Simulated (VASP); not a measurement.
An input for Ansatz (written as the equivalent of a VASP run, and not itself run):

Ansatz 0.2 input:
```yaml
crystal:
  lattice:
    - [0.0000000, 1.7334291, 1.7334291]
    - [1.7334291, 0.0000000, 1.7334291]
    - [1.7334291, 1.7334291, 0.0000000]
  atoms:
    - { symbol: Cu, position: [0.0000000, 1.0000000, 1.0000000] }
kpoints:
  mp_grid: { grid: [18, 18, 18] }
hamiltonian:
  xc: r2scan
  pseudopotentials: { kind: paw }
scf:
  occupations: { method: methfessel_paxton, width: 0.1 }
  max_iter: 100
relax:
  max_steps: 40
  f_tol: 0.02
  cell: { p_target: 20 }
output: { forces: true, stress: true, eigenvalues: true }
```

### Question
Write the VASP files for the same calculation (r2SCAN).

### Answer
One answer among several that fit: 
File KPOINTS:
```
Regular mesh
0
Gamma
 18 18 18
0 0 0
```

INCAR:
```
ALGO = Normal
EDIFF = 1E-6
EDIFFG = -0.02
ENCUT = 500
IBRION = 2
ISIF = 3
ISMEAR = 1
LASPH = .TRUE.
LCHARG = .FALSE.
LMAXMIX = 4
LMIXTAU = .TRUE.
LREAL = .FALSE.
LWAVE = .FALSE.
METAGGA = R2SCAN
NELM = 100
NSW = 40
PREC = Accurate
PSTRESS = 200
SIGMA = 0.1
SYSTEM = Cu
```

### POSCAR
```
Cu
1.0
  0.0000000000   1.7334290639   1.7334290639
  1.7334290639   0.0000000000   1.7334290639
  1.7334290639   1.7334290639   0.0000000000
Cu
1
Cart
  3.4668581278   1.7334290639   1.7334290639
```

POTCAR, in this order: Cu (PBE.64 set). Program: vasp_std.

Limits of the translation: each code has its own PAW files, so the cut-off isn't converted (ENCUT is set for VASP's; basis.ecutwfc is left out, and Ansatz then takes the one that its files recommend); Ansatz stops its SCF on the density residual and VASP on the energy change (EDIFF).

The compound is Cu in the fcc structure. This run relaxes it under an external pressure of 20 GPa. Symmetry was kept, so distortions that lower it aren't found.
